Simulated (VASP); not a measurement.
Output of a VASP run:

File OSZICAR:
```
...
DAV:   3    -0.267422246107E+02   -0.59805E+02   -0.59618E+02  1728   0.178E+02
DAV:   4    -0.290532583623E+02   -0.23110E+01   -0.23091E+01  1656   0.399E+01
DAV:   5    -0.291093199397E+02   -0.56062E-01   -0.56048E-01  1736   0.603E+00    0.118E+01
DAV:   6    -0.252748588855E+02    0.38345E+01   -0.24653E+01  2240   0.517E+01    0.468E+00
DAV:   7    -0.252854188578E+02   -0.10560E-01   -0.22942E+00  1448   0.966E+00    0.281E+00
DAV:   8    -0.252471802266E+02    0.38239E-01   -0.85007E-01  2184   0.766E+00    0.125E+00
DAV:   9    -0.252071606833E+02    0.40020E-01   -0.26980E-01  2192   0.534E+00    0.272E-01
DAV:  10    -0.252118455255E+02   -0.46848E-02   -0.24694E-02  1848   0.135E+00    0.269E-01
DAV:  11    -0.252099920419E+02    0.18535E-02   -0.14146E-02  1928   0.125E+00    0.480E-02
DAV:  12    -0.252103955877E+02   -0.40355E-03   -0.15591E-03  1688   0.299E-01    0.639E-02
DAV:  13    -0.252105928159E+02   -0.19723E-03   -0.42482E-04  1736   0.230E-01    0.147E-02
DAV:  14    -0.252106593777E+02   -0.66562E-04   -0.53378E-05  2048   0.834E-02    0.107E-02
DAV:  15    -0.252107234991E+02   -0.64121E-04   -0.26539E-05  1128   0.421E-02    0.781E-03
DAV:  16    -0.252107692047E+02   -0.45706E-04   -0.74072E-06  1216   0.134E-02    0.634E-03
DAV:  17    -0.252107845440E+02   -0.15339E-04   -0.27809E-06  1208   0.136E-02    0.208E-03
DAV:  18    -0.252108246884E+02   -0.40144E-04   -0.74570E-06  1136   0.213E-02    0.527E-03
DAV:  19    -0.252108268552E+02   -0.21668E-05   -0.13519E-06   992   0.157E-02
   1 F= -.25210827E+02 E0= -.25210827E+02  d E =-.252108E+02
       N       E                     dE             d eps       ncg     rms          rms(c)
DAV:   1    -0.252940865693E+02   -0.83262E-01   -0.35084E+01  1696   0.406E+01    0.179E+00
DAV:   2    -0.253139124464E+02   -0.19826E-01   -0.11012E+00  2136   0.101E+01    0.977E-01
DAV:   3    -0.252923001061E+02    0.21612E-01   -0.50806E-02  2008   0.177E+00    0.519E-01
DAV:   4    -0.252840742846E+02    0.82258E-02   -0.20552E-02  2000   0.117E+00    0.116E-01
DAV:   5    -0.252841104901E+02   -0.36206E-04   -0.38363E-03  1936   0.617E-01    0.627E-02
DAV:   6    -0.252841316628E+02   -0.21173E-04   -0.22407E-04  1688   0.153E-01    0.348E-02
DAV:   7    -0.252842406381E+02   -0.10898E-03   -0.15998E-04  1440   0.888E-02    0.138E-02
DAV:   8    -0.252844887875E+02   -0.24815E-03   -0.15940E-04  1432   0.638E-02    0.101E-02
DAV:   9    -0.252845729178E+02   -0.84130E-04   -0.30951E-05  1200   0.255E-02    0.508E-03
DAV:  10    -0.252846428366E+02   -0.69919E-04   -0.11684E-05  1072   0.205E-02    0.220E-03
DAV:  11    -0.252846590063E+02   -0.16170E-04   -0.24834E-06  1240   0.105E-02    0.200E-03
DAV:  12    -0.252846850593E+02   -0.26053E-04   -0.33595E-06  1176   0.862E-03    0.814E-04
DAV:  13    -0.252846937589E+02   -0.86996E-05   -0.50360E-07  1176   0.359E-03
   2 F= -.25284694E+02 E0= -.25284694E+02  d E =-.738669E-01
       N       E                     dE             d eps       ncg     rms          rms(c)
DAV:   1    -0.252850183655E+02   -0.33331E-03   -0.11492E-01  1568   0.215E+00    0.109E-01
DAV:   2    -0.252851119099E+02   -0.93544E-04   -0.39180E-03  2160   0.603E-01    0.575E-02
DAV:   3    -0.252850335697E+02    0.78340E-04   -0.17560E-04  2024   0.106E-01    0.302E-02
DAV:   4    -0.252850021065E+02    0.31463E-04   -0.55670E-05  1512   0.656E-02    0.548E-03
DAV:   5    -0.252850050649E+02   -0.29584E-05   -0.14569E-05  1144   0.412E-02
   3 F= -.25285005E+02 E0= -.25285005E+02  d E =-.741782E-01
```

File OUTCAR:
```
------------------------ aborting loop because EDIFF is reached ----------------------------------------
  FORCE on cell =-STRESS in cart. coord.  units (eV):
  Direction    XX          YY          ZZ          XY          YZ          ZX
  --------------------------------------------------------------------------------------
  Total       -0.2942120     -0.2942120     -0.1372162      0.0000000     -0.0000000      0.0000000
  in kB       -1.8912957     -1.8912957     -0.8820729      0.0000000     -0.0000000      0.0000000
  external PRESSURE =      -1.5548881 kB  Pullay stress =       0.0000000 kB
  volume of cell :      249.24
      direct lattice vectors                 reciprocal lattice vectors
     3.746978913  0.000000000  0.000000000     0.266881673  0.000000000  0.000000000
     0.000000000  3.746978913 -0.000000000     0.000000000  0.266881673  0.000000000
     0.000000000  0.000000000 17.752072309     0.000000000  0.000000000  0.056331451
 POSITION                                       TOTAL-FORCE (eV/Angst)
 -----------------------------------------------------------------------------------
      1.87349      0.00000      7.70458         0.000000      0.000000      0.019603
      0.00000      1.87349     10.04749         0.000000      0.000000     -0.019603
      1.87349      1.87349      8.87604         0.000000      0.000000      0.000000
      0.00000      0.00000      8.87604         0.000000     -0.000000      0.000000
 -----------------------------------------------------------------------------------
    total drift:                                0.000000      0.000000     -0.000000
  FREE ENERGIE OF THE ION-ELECTRON SYSTEM (eV)
  ---------------------------------------------------
  free  energy   TOTEN  =       -25.2850050649 eV

  energy  without entropy=      -25.2850050649  energy(sigma->0) =      -25.28500506

 reached required accuracy - stopping structural energy minimisation
```
(Selected blocks of OUTCAR.)

File POSCAR:
```
SnO monolayer
1
    3.7694440914     0.0000000000     0.0000000000
    0.0000000000     3.7694440914     0.0000000000
    0.0000000000     0.0000000000    17.5411048208
Sn O
2 2
Direct
  0.5000000000   0.0000000000   0.4370670000
  0.0000000000   0.5000000000   0.5629330000
  0.5000000000   0.5000000000   0.5000000000
  0.0000000000   0.0000000000   0.5000000000
```

Reconstruct the remaining input files.

This is not unique; one that fits is the input of the run itself, LDA (Ceperley-Alder, Perdew-Zunger), plane waves, VASP's LDA PAW potentials (set 64).

INCAR:
```
SYSTEM = SnO monolayer
PREC = Normal
ENCUT = 500
EDIFF = 1E-5
NELM = 100
ALGO = Normal
LREAL = .FALSE.
LASPH = .TRUE.
ISMEAR = 0
SIGMA = 0.05
LMAXMIX = 4
LWAVE = .TRUE.
LCHARG = .FALSE.
NELMIN = 4
IBRION = 2
ISIF = 4
NSW = 50
EDIFFG = -0.03
```

### KPOINTS
```
Automatic mesh
0
Gamma
12 12 1
0 0 0
```

POTCAR, in this order: Sn_d O (LDA.64 set). Program: vasp_std.

The cell is a sheet with vacuum, built from SnO (litharge).
